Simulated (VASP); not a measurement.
VASP runs on TiTc (space group Pm-3m) share one base input (PBEsol GGA, plane waves, VASP's PBE PAW potentials (set 64)) and change the settings named in each case.

**KPOINTS**
```
Automatic mesh
0
Gamma
11 11 11
0 0 0
```

INCAR:
```
SYSTEM=TiTc
PREC=Accurate; ENCUT=300; LREAL=.False.
LASPH=.True.
EDIFF=1E-6; NELM=100; ALGO=Normal
LMAXMIX=4
ISMEAR=0; SIGMA=0.1
GGA=PS
ISIF=2
LWAVE=.False.; LCHARG=.False.
```

File POSCAR:
```
TiTc
1.0
  3.1100000000   0.0000000000   0.0000000000
  0.0000000000   3.1100000000   0.0000000000
  0.0000000000   0.0000000000   3.1100000000
Tc Ti
1 1
Cartesian
  0.0000000000   0.0000000000   0.0000000000
  1.5550000000   1.5550000000   1.5550000000
```

POTCAR, in this order: Tc_pv Ti_sv (PBE.64 set). Program: vasp_std.

```
change                                                                                                              E(σ→0) (eV/atom)  pressure (GPa)  −TS (eV)
------------------------------------------------------------------------------------------------------------------  ----------------  --------------  --------
base run                                                                                                                    -10.2619           -9.15   -0.0116
GGA removed, POTCAR Tc_pv Ti_sv (LDA.64 set)                                                                                -10.5997               …         …
GGA_COMPAT = .FALSE., LNONCOLLINEAR = .TRUE., LSORBIT = .TRUE., MAGMOM = 0.0 0.0 0.0 0.0 0.0 0.0, program vasp_ncl          -10.3143           -9.06   -0.0116
KPOINTS 5×5×5 Γ-centred mesh                                                                                                -10.2193           -8.55   -0.0166
```

Problem. Fill in the missing entries.

Solution. 
- GGA removed, POTCAR Tc_pv Ti_sv (LDA.64 set), pressure (GPa): -13.83
- GGA removed, POTCAR Tc_pv Ti_sv (LDA.64 set), −TS (eV): -0.0110

Energies of different potentials or functionals have different zeros.  At 300 eV the pressure can carry a Pulay error.

Left out are runs that ran out of time, are held back, or changed the cell or the kind of run, fixed moments of cells without a moment, rows past the twelfth, gaps on odd meshes, pressures of charged cells and columns that move by less than the noise.

The structure comes from a measured TiTc entry of the Crystallography Open Database, whose conditions weren't checked. The cell was not relaxed at this level.
